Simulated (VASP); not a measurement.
Level of theory: PW91 GGA, VASP's PBE PAW potentials (set 64) (plane waves; VASP).

VASP ran on this input.

**KPOINTS**
```
kpoints
0
Gamma
 7 7 4
```

POSCAR:
```
PtSe2
1
    1.9173757006    -3.3209923846     0.0000000000
    1.9173757006     3.3209923846     0.0000000000
    0.0000000000     0.0000000000     6.2911766591
Pt Se
1 2
Direct
  0.0000000000   0.0000000000   0.0000000000
  0.3333330000   0.6666670000   0.2119922123
  0.6666670000   0.3333330000   0.7880077877
```

INCAR:
```
SYSTEM = PtSe2
PREC = Accurate
ENCUT = 520
EDIFF = 1E-7
NELM = 100
ALGO = Normal
LREAL = .FALSE.
LASPH = .TRUE.
ISMEAR = 0
SIGMA = 0.05
GGA = 91
LMAXMIX = 6
LWAVE = .FALSE.
LCHARG = .FALSE.
ISIF = 4
IBRION = 2
NSW = 30
EDIFFG = -0.01
```

POTCAR, in this order: Pt Se (PBE.64 set). Program: vasp_std.

The resulting files:

OSZICAR:
```
       N       E                     dE             d eps       ncg     rms          rms(c)
DAV:   1     0.119548087173E+03    0.11955E+03   -0.97110E+03   848   0.124E+03
DAV:   2    -0.930526337464E+01   -0.12885E+03   -0.12605E+03  1092   0.229E+02
DAV:   3    -0.151809008612E+02   -0.58756E+01   -0.58494E+01  1071   0.532E+01
DAV:   4    -0.152375280563E+02   -0.56627E-01   -0.56620E-01  1008   0.560E+00
DAV:   5    -0.152384467869E+02   -0.91873E-03   -0.91870E-03  1106   0.659E-01    0.111E+01
DAV:   6    -0.145854610420E+02    0.65299E+00   -0.62266E+00   861   0.252E+01    0.659E+00
DAV:   7    -0.142868259059E+02    0.29864E+00   -0.12240E+00   868   0.119E+01    0.304E+00
DAV:   8    -0.142732571236E+02    0.13569E-01   -0.11492E-01   952   0.220E+00    0.907E-01
DAV:   9    -0.142674067635E+02    0.58504E-02   -0.17167E-02   966   0.145E+00    0.251E-01
DAV:  10    -0.142676543460E+02   -0.24758E-03   -0.28758E-03   973   0.368E-01    0.535E-02
DAV:  11    -0.142676720678E+02   -0.17722E-04   -0.10253E-04  1050   0.104E-01    0.259E-02
DAV:  12    -0.142676915009E+02   -0.19433E-04   -0.41910E-05   980   0.437E-02    0.370E-03
DAV:  13    -0.142676921984E+02   -0.69754E-06   -0.12088E-06  1120   0.756E-03    0.157E-03
DAV:  14    -0.142676926241E+02   -0.42571E-06   -0.34536E-07   994   0.429E-03    0.775E-04
DAV:  15    -0.142676927959E+02   -0.17172E-06   -0.50133E-08   841   0.157E-03    0.169E-04
DAV:  16    -0.142676927950E+02    0.86175E-09   -0.10019E-08   644   0.730E-04
   1 F= -.14267693E+02 E0= -.14267693E+02  d E =-.142677E+02
       N       E                     dE             d eps       ncg     rms          rms(c)
DAV:   1    -0.143100469184E+02   -0.42354E-01   -0.29310E+00   840   0.106E+01    0.903E-01
DAV:   2    -0.143107669264E+02   -0.72001E-03   -0.10915E-01  1001   0.230E+00    0.389E-01
DAV:   3    -0.143083118015E+02    0.24551E-02   -0.46257E-03  1036   0.593E-01    0.202E-01
DAV:   4    -0.143077509457E+02    0.56086E-03   -0.26512E-03   987   0.346E-01    0.696E-02
DAV:   5    -0.143077677500E+02   -0.16804E-04   -0.26234E-04   931   0.143E-01    0.324E-02
DAV:   6    -0.143077815469E+02   -0.13797E-04   -0.44090E-05  1015   0.449E-02    0.941E-03
DAV:   7    -0.143077849511E+02   -0.34042E-05   -0.43679E-06  1078   0.141E-02    0.325E-03
DAV:   8    -0.143077858354E+02   -0.88426E-06   -0.87770E-07  1029   0.604E-03    0.188E-03
DAV:   9    -0.143077859816E+02   -0.14621E-06   -0.30007E-07   958   0.381E-03    0.418E-04
DAV:  10    -0.143077859929E+02   -0.11312E-07   -0.51562E-08   820   0.168E-03
   2 F= -.14307786E+02 E0= -.14307786E+02  d E =-.400932E-01
       N       E                     dE             d eps       ncg     rms          rms(c)
DAV:   1    -0.143375208868E+02   -0.29735E-01   -0.58738E+00   840   0.151E+01    0.135E+00
DAV:   2    -0.143391277349E+02   -0.16068E-02   -0.22045E-01  1029   0.327E+00    0.580E-01
DAV:   3    -0.143340834755E+02    0.50443E-02   -0.92416E-03  1029   0.822E-01    0.295E-01
DAV:   4    -0.143329254463E+02    0.11580E-02   -0.54680E-03  1008   0.482E-01    0.953E-02
DAV:   5    -0.143329668293E+02   -0.41383E-04   -0.50232E-04   945   0.192E-01    0.443E-02
DAV:   6    -0.143329958234E+02   -0.28994E-04   -0.87286E-05  1001   0.625E-02    0.134E-02
DAV:   7    -0.143330040672E+02   -0.82438E-05   -0.91499E-06  1078   0.204E-02    0.485E-03
DAV:   8    -0.143330063685E+02   -0.23013E-05   -0.22549E-06  1015   0.961E-03    0.270E-03
DAV:   9    -0.143330067272E+02   -0.35868E-06   -0.69428E-07  1050   0.576E-03    0.672E-04
DAV:  10    -0.143330067689E+02   -0.41707E-07   -0.12247E-07   831   0.261E-03
   3 F= -.14333007E+02 E0= -.14333007E+02  d E =-.653140E-01
       N       E                     dE             d eps       ncg     rms          rms(c)
DAV:   1    -0.143334515959E+02   -0.44487E-03   -0.11272E-01   840   0.207E+00    0.184E-01
DAV:   2    -0.143334550071E+02   -0.34112E-05   -0.42753E-03  1022   0.458E-01    0.835E-02
DAV:   3    -0.143333580723E+02    0.96935E-04   -0.19843E-04  1022   0.120E-01    0.423E-02
DAV:   4    -0.143333398698E+02    0.18203E-04   -0.10403E-04  1008   0.670E-02    0.133E-02
DAV:   5    -0.143333410649E+02   -0.11951E-05   -0.98082E-06   952   0.265E-02    0.653E-03
DAV:   6    -0.143333419349E+02   -0.87000E-06   -0.16435E-06   987   0.862E-03    0.186E-03
DAV:   7    -0.143333420462E+02   -0.11137E-06   -0.16097E-07   866   0.279E-03    0.582E-04
DAV:   8    -0.143333421014E+02   -0.55177E-07   -0.62313E-08   771   0.172E-03
   4 F= -.14333342E+02 E0= -.14333342E+02  d E =-.656493E-01
       N       E                     dE             d eps       ncg     rms          rms(c)
DAV:   1    -0.143546039708E+02   -0.21262E-01   -0.79831E-01   840   0.630E+00    0.624E-01
DAV:   2    -0.143414531915E+02    0.13151E-01   -0.36627E-02   910   0.165E+00    0.323E-01
DAV:   3    -0.143385977325E+02    0.28555E-02   -0.67941E-03  1029   0.735E-01    0.151E-01
DAV:   4    -0.143378052252E+02    0.79251E-03   -0.26918E-03  1001   0.350E-01    0.716E-02
DAV:   5    -0.143378236867E+02   -0.18462E-04   -0.22103E-04   987   0.100E-01    0.238E-02
DAV:   6    -0.143378356295E+02   -0.11943E-04   -0.23490E-05  1008   0.365E-02    0.106E-02
DAV:   7    -0.143378408815E+02   -0.52520E-05   -0.61681E-06   987   0.204E-02    0.334E-03
DAV:   8    -0.143378426702E+02   -0.17887E-05   -0.20788E-06  1071   0.101E-02    0.143E-03
DAV:   9    -0.143378429025E+02   -0.23228E-06   -0.27527E-07   943   0.359E-03    0.437E-04
DAV:  10    -0.143378429259E+02   -0.23381E-07   -0.41420E-08   813   0.146E-03
   5 F= -.14337843E+02 E0= -.14337843E+02  d E =-.450082E-02
       N       E                     dE             d eps       ncg     rms          rms(c)
DAV:   1    -0.143468113620E+02   -0.89685E-02   -0.38561E-01   840   0.438E+00    0.431E-01
DAV:   2    -0.143405054839E+02    0.63059E-02   -0.17515E-02   910   0.114E+00    0.223E-01
DAV:   3    -0.143391318459E+02    0.13736E-02   -0.32607E-03  1043   0.509E-01    0.105E-01
DAV:   4    -0.143387523354E+02    0.37951E-03   -0.12762E-03   994   0.242E-01    0.497E-02
DAV:   5    -0.143387611499E+02   -0.88146E-05   -0.10772E-04   966   0.700E-02    0.165E-02
DAV:   6    -0.143387669028E+02   -0.57529E-05   -0.11238E-05  1029   0.253E-02    0.740E-03
DAV:   7    -0.143387694590E+02   -0.25562E-05   -0.30564E-06   966   0.144E-02    0.232E-03
DAV:   8    -0.143387703209E+02   -0.86185E-06   -0.10185E-06  1092   0.705E-03    0.101E-03
DAV:   9    -0.143387704313E+02   -0.11042E-06   -0.13160E-07   824   0.250E-03    0.302E-04
DAV:  10    -0.143387704419E+02   -0.10598E-07   -0.22139E-08   792   0.114E-03
   6 F= -.14338770E+02 E0= -.14338770E+02  d E =-.542834E-02
       N       E                     dE             d eps       ncg     rms          rms(c)
DAV:   1    -0.143387876510E+02   -0.17220E-04   -0.90469E-04   840   0.212E-01    0.207E-02
DAV:   2    -0.143387728762E+02    0.14775E-04   -0.40095E-05   931   0.549E-02    0.107E-02
DAV:   3    -0.143387696374E+02    0.32388E-05   -0.76848E-06  1036   0.247E-02    0.507E-03
DAV:   4    -0.143387687484E+02    0.88894E-06   -0.29423E-06  1001   0.117E-02    0.240E-03
DAV:   5    -0.143387687934E+02   -0.44988E-07   -0.25244E-07   959   0.341E-03
   7 F= -.14338769E+02 E0= -.14338769E+02  d E =-.542669E-02
       N       E                     dE             d eps       ncg     rms          rms(c)
DAV:   1    -0.143387850857E+02   -0.16337E-04   -0.25218E-03   840   0.308E-01    0.269E-02
DAV:   2    -0.143387858446E+02   -0.75891E-06   -0.95986E-05  1015   0.674E-02    0.124E-02
DAV:   3    -0.143387835234E+02    0.23212E-05   -0.38643E-06  1022   0.165E-02    0.630E-03
DAV:   4    -0.143387828021E+02    0.72126E-06   -0.20304E-06  1022   0.931E-03    0.186E-03
DAV:   5    -0.143387827708E+02    0.31338E-07   -0.19843E-07   885   0.380E-03
   8 F= -.14338783E+02 E0= -.14338783E+02  d E =-.139774E-04
```

**OUTCAR**
```
------------------------ aborting loop because EDIFF is reached ----------------------------------------
  FORCE on cell =-STRESS in cart. coord.  units (eV):
  Direction    XX          YY          ZZ          XY          YZ          ZX
  --------------------------------------------------------------------------------------
  Total        0.0016468      0.0016468      0.0094706      0.0000000      0.0000000      0.0000000
  in kB        0.0329319      0.0329319      0.1893874      0.0000000      0.0000000      0.0000000
  external PRESSURE =       0.0850837 kB  Pullay stress =       0.0000000 kB
  volume of cell :       80.12
      direct lattice vectors                 reciprocal lattice vectors
     1.878212009 -3.253158810  0.000000000     0.266210629 -0.153696770  0.000000000
     1.878212009  3.253158810 -0.000000000     0.266210629  0.153696770  0.000000000
    -0.000000000  0.000000000  6.556274096    -0.000000000  0.000000000  0.152525655
 POSITION                                       TOTAL-FORCE (eV/Angst)
 -----------------------------------------------------------------------------------
      0.00000      0.00000      0.00000         0.000000     -0.000000      0.000000
      1.87821      1.08439      1.31085        -0.000000     -0.000000      0.004280
      1.87821     -1.08439      5.24542        -0.000000      0.000000     -0.004280
 -----------------------------------------------------------------------------------
    total drift:                                0.000000     -0.000000      0.000000
  FREE ENERGIE OF THE ION-ELECTRON SYSTEM (eV)
  ---------------------------------------------------
  free  energy   TOTEN  =       -14.3387827708 eV

  energy  without entropy=      -14.3387827708  energy(sigma->0) =      -14.33878277

 reached required accuracy - stopping structural energy minimisation
```
(Selected blocks of OUTCAR.)

File CONTCAR:
```
PtSe2
   1.00000000000000
     1.8782120086540128   -3.2531588095580894    0.0000000000000000
     1.8782120086540128    3.2531588095580894   -0.0000000000000000
    -0.0000000000000000    0.0000000000000000    6.5562740959463275
  Pt              Se
     1     2
Direct
     0.0000000000000000    0.0000000000000000    0.0000000000000000
     0.3333330000000032    0.6666669999999968    0.1999381222762203
     0.6666669999999968    0.3333330000000032    0.8000618777237798
```

Without a dispersion term in the relaxation, distances and binding between the weakly bound layers, chains or molecules are unreliable, and so is what depends on them.

The compound is PtSe2 in the 1T layered structure. This cell is one point of a volume scan, at 1.06 of the reference volume. Symmetry was kept, so distortions that lower it aren't found.
